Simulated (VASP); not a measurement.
Data:

```
PtSe2
1.0
    1.86170    -3.22457     0.00000
    1.86170     3.22457     0.00000
    0.00000     0.00000     5.70574
Pt Se
1 2
Direct
  0.00000   0.00000   0.00000
  0.33333   0.66667   0.22917
  0.66279   0.33721   0.77083
```

All values below come from r2SCAN meta-GGA, VASP's PBE PAW potentials (set 64) (plane waves; VASP). Numerical set-up: 480 eV cut-off, 6×6×4 Γ-centred mesh, Gaussian smearing of 0.050 eV, potentials Pt Se.

### Question
Give the force on each atom (eV/Å).

### Answer

```json
[
 {"atom": "Pt1", "Fx": "0.000", "Fy": "0.184", "Fz": "0.005"},
 {"atom": "Se2", "Fx": "0.000", "Fy": "0.020", "Fz": "0.003"},
 {"atom": "Se3", "Fx": "0.000", "Fy": "-0.204", "Fz": "-0.008"}
]
```

### Question
Give the stress tensor in GPa (positive for a compressed cell).

### Answer

```
 0.41   0.00   0.00
 0.00  -0.24   0.65
 0.00   0.65   0.16
```
The pressure is its mean diagonal, 0.11 GPa.

The compound is PtSe2 in the 1T layered structure. This cell was strained or had an atom moved on purpose.
